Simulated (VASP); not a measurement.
Given:

```
PtSb2
1.0
    6.45855     0.00000     0.00000
    0.00000     6.45855     0.00000
    0.00000     0.00000     6.45855
Sb Pt
8 4
Direct
  0.62579   0.87421   0.12579
  0.12579   0.62579   0.87421
  0.62579   0.62579   0.62579
  0.37421   0.37421   0.37421
  0.87421   0.12579   0.62579
  0.87421   0.37421   0.12579
  0.12579   0.87421   0.37421
  0.37421   0.12579   0.87421
  0.00000   0.50000   0.50000
  0.50000   0.00000   0.50000
  0.00000   0.00000   0.00000
  0.50000   0.50000   0.00000
```

Computed with PBEsol GGA, VASP's PBE PAW potentials (set 64) (plane waves; VASP 6.6.1). Numerical set-up: 400 eV cut-off, Gaussian smearing of 0.050 eV, potentials Sb Pt.

Unless said otherwise, spin-orbit coupling is left out, though it shifts the bands of the heavy elements here.

Q: Predict the band gap (along the path) with the smallest direct gap where there is one.

A: 
```yaml
band gap (along the path): none (metal, semimetal or under 0.01 eV)
```

The absolute energy has meaning only against runs of the same code, potentials and settings.

The compound is PtSb2 in the pyrite structure. It was relaxed first.
